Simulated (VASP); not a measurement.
Here is the system:

```xyz
3
Lattice="0.0000 2.2824 2.2824 2.2824 0.0000 2.2824 2.2824 2.2824 0.0000" Properties=species:S:1:pos:R:3 pbc="T T T"
O      0.0000     0.0000     0.0000
Cu     1.1412     1.1412     1.1412
Cu     3.4236     3.4236     3.4236
```

The numbers are results of PBE GGA, VASP's PBE PAW potentials (set 64) (plane waves; VASP), not measurements. Settings: 400 eV cut-off, 12×12×12 Γ-centred mesh, Gaussian smearing of 0.14 eV, potentials O Cu.

Give the energies of bands 5 to 16 at the high-symmetry points, in eV from the Fermi level.

```json
[
 {"band": "5", "Γ": "-4.88", "X": "-5.08", "U": "-4.86", "L": "-3.45", "W": "-4.90"},
 {"band": "6", "Γ": "-4.88", "X": "-4.34", "U": "-3.97", "L": "-3.45", "W": "-3.92"},
 {"band": "7", "Γ": "-3.51", "X": "-4.19", "U": "-3.90", "L": "-3.24", "W": "-3.92"},
 {"band": "8", "Γ": "-1.44", "X": "-2.36", "U": "-2.44", "L": "-2.75", "W": "-2.56"},
 {"band": "9", "Γ": "-1.44", "X": "-2.36", "U": "-2.42", "L": "-2.75", "W": "-2.56"},
 {"band": "10", "Γ": "-1.44", "X": "-1.95", "U": "-2.23", "L": "-2.61", "W": "-2.43"},
 {"band": "11", "Γ": "-0.57", "X": "-1.95", "U": "-2.22", "L": "-2.61", "W": "-1.91"},
 {"band": "12", "Γ": "-0.57", "X": "-1.32", "U": "-1.68", "L": "-1.95", "W": "-1.81"},
 {"band": "13", "Γ": "-0.10", "X": "-0.93", "U": "-0.72", "L": "0.05", "W": "-0.71"},
 {"band": "14", "Γ": "-0.10", "X": "-0.63", "U": "-0.62", "L": "0.05", "W": "-0.71"},
 {"band": "15", "Γ": "-0.10", "X": "2.74", "U": "4.11", "L": "1.76", "W": "5.24"},
 {"band": "16", "Γ": "9.07", "X": "7.45", "U": "6.33", "L": "4.70", "W": "6.87"}
]
```

It has no gap at this level: it comes out as a metal or semimetal.

The structure was generated: Cu2O was put into an ordered model structure, which need not be its known phase. The cell was not relaxed at this level.
